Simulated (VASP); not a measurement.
OSZICAR of a VASP run on NiAl (CsCl type):

OSZICAR:
```
       N       E                     dE             d eps       ncg     rms          rms(c)
DAV:   1     0.380991765919E+02    0.38099E+02   -0.57351E+03  1712   0.139E+03
DAV:   2    -0.122810685608E+02   -0.50380E+02   -0.47889E+02  1690   0.210E+02
DAV:   3    -0.135183183721E+02   -0.12372E+01   -0.12281E+01  1912   0.427E+01
DAV:   4    -0.135384989041E+02   -0.20181E-01   -0.20171E-01  1942   0.495E+00
DAV:   5    -0.135390369042E+02   -0.53800E-03   -0.53799E-03  1894   0.841E-01    0.133E+01
DAV:   6    -0.144206742382E+02   -0.88164E+00   -0.47252E+01  1846   0.129E+02    0.126E+01
DAV:   7    -0.120162512730E+02    0.24044E+01   -0.13874E+01  1854   0.764E+01    0.146E+00
DAV:   8    -0.120005164669E+02    0.15735E-01   -0.21252E-01  1902   0.540E+00    0.116E+00
DAV:   9    -0.119829074456E+02    0.17609E-01   -0.53781E-02  1958   0.411E+00    0.160E-01
DAV:  10    -0.119826840678E+02    0.22338E-03   -0.69137E-04  1794   0.325E-01    0.116E-01
DAV:  11    -0.119826728174E+02    0.11250E-04   -0.87812E-05  2236   0.175E-01    0.325E-02
DAV:  12    -0.119826723444E+02    0.47301E-06   -0.29031E-06  1824   0.215E-02
   1 F= -.63293607E+01 E0= -.63293079E+01  d E =-.632936E+01
       N       E                     dE             d eps       ncg     rms          rms(c)
DAV:   1    -0.155636097107E+02   -0.35809E+01   -0.57895E+01  1812   0.150E+02    0.212E+01
DAV:   2    -0.160110634513E+02   -0.44745E+00   -0.10577E+02  1872   0.206E+02    0.159E+01
DAV:   3    -0.111468705584E+02    0.48642E+01   -0.26058E+01  1850   0.110E+02    0.358E+00
DAV:   4    -0.111238818707E+02    0.22989E-01   -0.42239E-01  1874   0.763E+00    0.258E+00
DAV:   5    -0.110835893597E+02    0.40293E-01   -0.90760E-02  2000   0.467E+00    0.794E-01
DAV:   6    -0.110822639468E+02    0.13254E-02   -0.83603E-03  1894   0.167E+00    0.238E-01
DAV:   7    -0.110822646863E+02   -0.73948E-06   -0.66508E-04  2404   0.442E-01    0.177E-02
DAV:   8    -0.110822625793E+02    0.21070E-05   -0.19111E-05  2184   0.625E-02    0.209E-02
DAV:   9    -0.110822625312E+02    0.48017E-07   -0.10434E-06  1024   0.197E-02
   2 F= -.61662561E+01 E0= -.61661575E+01  d E =0.163105E+00
       N       E                     dE             d eps       ncg     rms          rms(c)
DAV:   1    -0.136831774737E+02   -0.26009E+01   -0.27945E+01  1788   0.115E+02    0.115E+01
DAV:   2    -0.135354009314E+02    0.14778E+00   -0.38581E+01  1878   0.124E+02    0.994E+00
DAV:   3    -0.118785811161E+02    0.16568E+01   -0.13381E+01  1874   0.701E+01    0.326E+00
DAV:   4    -0.118153269834E+02    0.63254E-01   -0.15002E-01  2190   0.664E+00    0.186E+00
DAV:   5    -0.117844826443E+02    0.30844E-01   -0.49945E-02  2438   0.317E+00    0.201E-01
DAV:   6    -0.117845798883E+02   -0.97244E-04   -0.16056E-03  2280   0.488E-01    0.875E-02
DAV:   7    -0.117846055535E+02   -0.25665E-04   -0.26485E-05  1890   0.520E-02    0.291E-02
DAV:   8    -0.117846043166E+02    0.12369E-05   -0.10134E-05  1832   0.515E-02    0.419E-03
DAV:   9    -0.117846042845E+02    0.32035E-07   -0.21054E-07   860   0.521E-03
   3 F= -.63730589E+01 E0= -.63729728E+01  d E =-.436982E-01
       N       E                     dE             d eps       ncg     rms          rms(c)
DAV:   1    -0.117771600518E+02    0.74443E-02   -0.67601E-03  1810   0.170E+00    0.197E-01
DAV:   2    -0.117772708276E+02   -0.11078E-03   -0.12526E-02  1866   0.217E+00    0.180E-01
DAV:   3    -0.117766872446E+02    0.58358E-03   -0.41091E-03  1856   0.126E+00    0.312E-02
DAV:   4    -0.117766722187E+02    0.15026E-04   -0.34626E-05  1754   0.743E-02    0.390E-03
DAV:   5    -0.117766721405E+02    0.78200E-07   -0.12000E-06   930   0.181E-02
   4 F= -.63731107E+01 E0= -.63730236E+01  d E =-.437500E-01
```

Task: Which electronic solver shows in the log?

Result: It is blocked Davidson (ALGO = Normal, or the opening steps of other solvers). The INCAR had ALGO = Normal.

Task: How was spin treated?

Result: Without spin polarisation: there is no mag entry.

Task: Can the final energy be trusted as converged?

Result: The calculation finished and met its thresholds. It stopped with EDIFF = 1E-6, NELM = 100, NSW = 40 and EDIFFG = -0.02 after 4 ionic steps (LDA (Ceperley-Alder, Perdew-Zunger), plane waves, VASP's LDA PAW potentials (set 64)). Energy and stress use the plane-wave basis of the starting cell.

The compound is NiAl in the CsCl type structure. This run relaxes it under an external pressure of 45 GPa. Symmetry was kept, so distortions that lower it aren't found. The run is not spin-polarised, so no magnetic state was tried. The electron count is odd and the run is not spin-polarised, which forces a metal.
